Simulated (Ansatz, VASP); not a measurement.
LiMgBN2: VASP beside Ansatz

File INCAR:

```
ALGO = Fast
EDIFF = 1E-7
ENCUT = 520
GGA = PE
ISIF = 2
ISMEAR = 0
LASPH = True
LCHARG = True
LELF = True
LREAL = False
LVHAR = True
LWAVE = False
NBANDS = 17
NELM = 100
PREC = Accurate
SIGMA = 0.05
```

Contents of KPOINTS:

```
k-points
0
Gamma
  10 10 10
```

Contents of POSCAR:

```
LiMgBN2
1.0
   -1.9096560000      1.9096560000      4.4435220000
    1.9096560000     -1.9096560000      4.4435220000
    1.9096560000      1.9096560000     -4.4435220000
Li Mg B N
1 1 1 2
Direct
    0.2500000000      0.7500000000      0.5000000000
    0.7500000000      0.2500000000      0.5000000000
    0.5000000000      0.5000000000      0.0000000000
    0.6512635000      0.6512635000      0.0000000000
    0.3487365000      0.3487365000      0.0000000000
```

Input for Ansatz:

```yaml
crystal:
  lattice:
    - [-1.909656, 1.909656, 4.443522]
    - [1.909656, -1.909656, 4.443522]
    - [1.909656, 1.909656, -4.443522]
  atoms:
    - { symbol: Li, position: [0.25, 0.75, 0.5] }
    - { symbol: Mg, position: [0.75, 0.25, 0.5] }
    - { symbol: B, position: [0.5, 0.5, 0.0] }
    - { symbol: "N", position: [0.6512635, 0.6512635, 0.0] }
    - { symbol: "N", position: [0.3487365, 0.3487365, 0.0] }
basis:
  ecutwfc: 420
kpoints:
  mp_grid: { grid: [10, 10, 10] }
hamiltonian:
  xc: pbe
scf:
  occupations: { method: gaussian, width: 0.05 }
output:
  forces: true
  stress: true
  eigenvalues: true
```

The cell comes from a database or a generator and needn't be the stable form of this composition.

Alike in both runs: task single point; functional PBE; k mesh 10 × 10 × 10; occupations gaussian, width 0.05 eV; no spin polarisation.

|  | VASP | Ansatz |
| --- | --- | --- |
| version | VASP 6.6.1 | Ansatz 0.2.0 |
| potentials or method | VASP PAW PBE potentials, release 64 (Li_sv, Mg, B, N) | scalar-relativistic, plane waves, PAW |
| plane-wave cutoff (eV) | 520 | 420 |
| valence electrons in the cell | 18 | 26 |

Ansatz gave:

```
gap on the k mesh at the Fermi level (eV) : 2.60
least direct gap on the mesh (eV)         : 3.55
rms of the force components (eV/Å)        : 0.021
```

Q: What did VASP give for the same quantities?

A: gap on the k mesh at the Fermi level (eV): 2.60; least direct gap on the mesh (eV): 3.54; rms of the force components (eV/Å): 0.021.

Atom by atom the forces differ by 0.001 eV/Å (rms over components). With one functional, cell and mesh, what is left measures potentials, basis and numerics. The two sets of potentials don't hold the same shells in valence.

 PBE gaps usually lie below the measured ones, often by a third to a half. A k mesh can miss the band edges.
